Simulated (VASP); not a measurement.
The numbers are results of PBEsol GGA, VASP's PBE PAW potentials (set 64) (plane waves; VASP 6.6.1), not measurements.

The input files of a VASP run:

### POSCAR
```
Ru(001) slab
1
    2.6916765421     0.0000000000     0.0000000000
   -1.3458382711     2.3310604189     0.0000000000
    0.0000000000     0.0000000000    27.6179043192
Ru
6
Direct
  0.6666670000   0.3333330000   0.3846980000
  0.3333330000   0.6666670000   0.3078300000
  0.6666670000   0.3333330000   0.5384340000
  0.3333330000   0.6666670000   0.4615660000
  0.6666670000   0.3333330000   0.6921700000
  0.3333330000   0.6666670000   0.6153020000
```

KPOINTS:
```
Automatic mesh
0
Gamma
12 12 1
0 0 0
```

**INCAR**
```
# general
SYSTEM  = Ru(001) slab
PREC    = Normal
ENCUT   = 400   # plane-wave cut-off (eV)
LREAL   = F
LASPH   = T   # aspherical one-centre terms

# electronic loop
EDIFF   = 1E-5   # SCF stop (eV)
NELM    = 100
NELMIN  = 4
ALGO    = Normal   # blocked Davidson
LMAXMIX = 4   # l cut-off of mixed one-centre charges

# smearing
ISMEAR  = 1
SIGMA   = 0.1

# functional
GGA     = PS   # PBEsol

# ions
IBRION  = 2
NSW     = 50   # most ionic steps
ISIF    = 2
EDIFFG  = -0.03

# output
LWAVE   = T
LCHARG  = F

# other
LDIPOL  = T
IDIPOL  = 3
DIPOL   = 0.5 0.5 0.5
```

POTCAR, in this order: Ru_pv (PBE.64 set). Program: vasp_std.

Task: Predict the energy per atom (σ→0), band gap (on the k-mesh).

Result: 
| Property | Result |
|---|---|
| energy per atom (σ→0) | -9.780 eV/atom |
| band gap (on the k-mesh) | none (metal, semimetal or under 0.01 eV) |

File OSZICAR:
```
...
DAV:   1    -0.586616509025E+02    0.16841E-01   -0.28805E+00  2078   0.188E+01    0.325E-01
DAV:   2    -0.586838761437E+02   -0.22225E-01   -0.20473E-01  2090   0.318E+00    0.558E-01
DAV:   3    -0.586826911463E+02    0.11850E-02   -0.49370E-02  2454   0.186E+00    0.427E-01
DAV:   4    -0.586797809277E+02    0.29102E-02   -0.12817E-02  2484   0.785E-01    0.127E-01
DAV:   5    -0.586798875595E+02   -0.10663E-03   -0.20450E-03  2326   0.391E-01    0.142E-01
DAV:   6    -0.586796810266E+02    0.20653E-03   -0.95581E-04  2376   0.289E-01    0.420E-02
DAV:   7    -0.586796753850E+02    0.56416E-05   -0.88869E-05  2304   0.656E-02
   7 F= -.58679675E+02 E0= -.58679661E+02  d E =-.184398E-02
```

The cell is a thin slab with vacuum, built from Ru (hcp): (001) face.
